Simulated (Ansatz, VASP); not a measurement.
Be7Hg: VASP beside Ansatz

```
Be Hg
1.0
     0.00000    3.32015    3.32015
     3.32015    0.00000    3.32015
     3.32015    3.32015    0.00000
Be Hg
7 1
Direct
  0.50000 0.50000 0.50000
  0.50000 0.00000 0.00000
  0.50000 0.00000 0.50000
  0.00000 0.50000 0.50000
  0.00000 0.50000 0.00000
  0.50000 0.50000 0.00000
  0.00000 0.00000 0.50000
  0.00000 0.00000 0.00000
```

Change from the starting cell: species swapped into the CuPt7 type (Fm-3m, No. 225).

Alike in both runs: task single point; functional PBE; k mesh 4 × 4 × 4; occupations gaussian, width 0.1 eV; no spin polarisation.

```csv
,VASP,Ansatz
version,VASP 6.6.1,Ansatz 0.2.0
potentials or method,"VASP PAW PBE potentials, release 64 (Be, Hg)","scalar-relativistic, plane waves, PAW"
plane-wave cutoff (eV),520,420
valence electrons in the cell,26,34
```

Ansatz gave:

* gap on the k mesh at the Fermi level (eV): none
* pressure (GPa): 12.9

**Question.** Estimate VASP's values.

**Answer.** gap on the k mesh at the Fermi level (eV): none; pressure (GPa): 13.4.

A gap of «none» marks a metal or a gap that the smearing closes. The two sets of potentials don't hold the same shells in valence.

Caveats: the k mesh is coarse (spacing up to 0.41 Å⁻¹), so the values aren't converged. Spin-orbit coupling is left out, which matters for the levels of Hg.
